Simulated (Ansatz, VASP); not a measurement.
ScBe: VASP beside Ansatz

```
CELL_PARAMETERS angstrom
1.65038 -5.15872 0.00000
1.65038 5.15872 0.00000
0.00000 0.00000 3.89696
ATOMIC_POSITIONS crystal
Sc 0.85057 0.14943 0.75000
Sc 0.14943 0.85057 0.25000
Be 0.55710 0.44290 0.75000
Be 0.44290 0.55710 0.25000
```

Alike in both runs: functional PBE; k mesh 6 × 6 × 6; occupations gaussian, width 0.1 eV; no spin polarisation.

Ansatz relaxed the structure, and its values are those at the end. VASP's run is a single point on that final structure, the one shown.

|  | VASP | Ansatz |
| --- | --- | --- |
| version | VASP 6.6.1 | Ansatz 0.2.0 |
| potentials or method | VASP PAW PBE potentials, release 64 (Sc_sv, Be) | scalar-relativistic, plane waves, PAW |
| plane-wave cutoff (eV) | 520 | 420 |
| valence electrons in the cell | 26 | 26 |

Ansatz gave:

```
gap on the k mesh at the Fermi level (eV) : none
pressure (GPa)                            : 0.0
rms of the force components (eV/Å)        : 0.013
```

Estimate VASP's values.

gap on the k mesh at the Fermi level (eV): none; pressure (GPa): 0.1; rms of the force components (eV/Å): 0.013.

A gap of «none» marks a metal or a gap that the smearing closes.
